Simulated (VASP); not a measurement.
Calculation: PBEsol GGA, VASP's PBE PAW potentials (set 64) (plane waves; VASP).

VASP ran on this input.

File POSCAR:
```
InBi
1
    4.8998379122     0.0000000000     0.0000000000
   -0.0000000000     4.8998379122     0.0000000000
   -0.0000000000    -0.0000000000     4.8397149260
In Bi
2 2
Direct
  1.0000000000   0.0000000000   0.0000000000
  0.5000000000   0.5000000000   1.0000000000
  1.0000000000   0.5000000000   0.3964148204
  0.5000000000   0.0000000000   0.6035851796
```

INCAR:
```
ALGO = Normal
EDIFF = 1E-7
ENCUT = 400
GGA = PS
ISIF = 2
ISMEAR = -5
LASPH = .TRUE.
LCHARG = .TRUE.
LMAXMIX = 4
LORBIT = 11
LREAL = .FALSE.
LWAVE = .FALSE.
NEDOS = 601
NELM = 100
PREC = Accurate
SYSTEM = InBi
```

KPOINTS:
```
Regular mesh
0
Gamma
7 7 7
0 0 0
```

POTCAR, in this order: In_d Bi_d (PBE.64 set). Program: vasp_std.

The resulting files:

**OSZICAR**
```
       N       E                     dE             d eps       ncg     rms          rms(c)
DAV:   1     0.559707130415E+03    0.55971E+03   -0.24867E+04  2640   0.188E+03
DAV:   2     0.441421082303E+02   -0.51557E+03   -0.51158E+03  2673   0.502E+02
DAV:   3    -0.123178819234E+02   -0.56460E+02   -0.56076E+02  3093   0.199E+02
DAV:   4    -0.146211257886E+02   -0.23032E+01   -0.22942E+01  3179   0.444E+01
DAV:   5    -0.147347029263E+02   -0.11358E+00   -0.11359E+00  4356   0.815E+00    0.341E+00
DAV:   6    -0.146463527413E+02    0.88350E-01   -0.19282E-01  3155   0.557E+00    0.174E+00
DAV:   7    -0.146275904708E+02    0.18762E-01   -0.71311E-02  3518   0.282E+00    0.387E-01
DAV:   8    -0.146266334964E+02    0.95697E-03   -0.71328E-03  3681   0.881E-01    0.138E-01
DAV:   9    -0.146266148796E+02    0.18617E-04   -0.38707E-04  3991   0.156E-01    0.392E-02
DAV:  10    -0.146266190193E+02   -0.41398E-05   -0.29106E-05  3431   0.495E-02    0.117E-02
DAV:  11    -0.146266145240E+02    0.44953E-05   -0.36055E-06  3749   0.140E-02    0.255E-03
DAV:  12    -0.146266126254E+02    0.18985E-05   -0.88964E-07  3156   0.896E-03    0.141E-03
DAV:  13    -0.146266132034E+02   -0.57793E-06   -0.91407E-08  1715   0.269E-03    0.390E-04
DAV:  14    -0.146266133147E+02   -0.11133E-06   -0.20668E-08  1612   0.148E-03    0.107E-04
DAV:  15    -0.146266132412E+02    0.73529E-07   -0.68461E-09  1490   0.847E-04
   1 F= -.14626613E+02 E0= -.14626613E+02  d E =0.000000E+00
```

**OUTCAR**
```
------------------------ aborting loop because EDIFF is reached ----------------------------------------
  FORCE on cell =-STRESS in cart. coord.  units (eV):
  Direction    XX          YY          ZZ          XY          YZ          ZX
  --------------------------------------------------------------------------------------
  Total       -0.0842469     -0.0842469      0.4967221      0.0000000     -0.0000000      0.0000000
  in kB       -1.1616664     -1.1616664      6.8492154      0.0000000     -0.0000000      0.0000000
  external PRESSURE =       1.5086275 kB  Pullay stress =       0.0000000 kB
  volume of cell :      116.19
      direct lattice vectors                 reciprocal lattice vectors
     4.899837912  0.000000000  0.000000000     0.204088384  0.000000000  0.000000000
     0.000000000  4.899837912  0.000000000     0.000000000  0.204088384  0.000000000
     0.000000000  0.000000000  4.839714926     0.000000000  0.000000000  0.206623740
 POSITION                                       TOTAL-FORCE (eV/Angst)
 -----------------------------------------------------------------------------------
      0.00000      0.00000      0.00000        -0.000000     -0.000000      0.000000
      2.44992      2.44992      0.00000         0.000000      0.000000      0.000000
      0.00000      2.44992      1.91853        -0.000000      0.000000      0.031789
      2.44992      0.00000      2.92118         0.000000      0.000000     -0.031789
 -----------------------------------------------------------------------------------
    total drift:                                0.000000     -0.000000      0.000000
  FREE ENERGIE OF THE ION-ELECTRON SYSTEM (eV)
  ---------------------------------------------------
  free  energy   TOTEN  =       -14.6266132412 eV

  energy  without entropy=      -14.6266132412  energy(sigma->0) =      -14.62661324

 total charge

# of ion       s       p       d       tot
------------------------------------------
    1        0.971   0.518   9.857  11.345
    2        0.971   0.518   9.857  11.345
    3        1.532   1.353   9.914  12.799
    4        1.532   1.353   9.914  12.799
--------------------------------------------------
tot          5.005   3.741  39.542  48.289
```
(Selected blocks of OUTCAR.)

For a metal the tetrahedron method with Blöchl corrections gives inexact stress and forces.

The structure comes from a measured InBi entry (P4/nmm) of the Crystallography Open Database, whose conditions weren't checked. It was relaxed first.
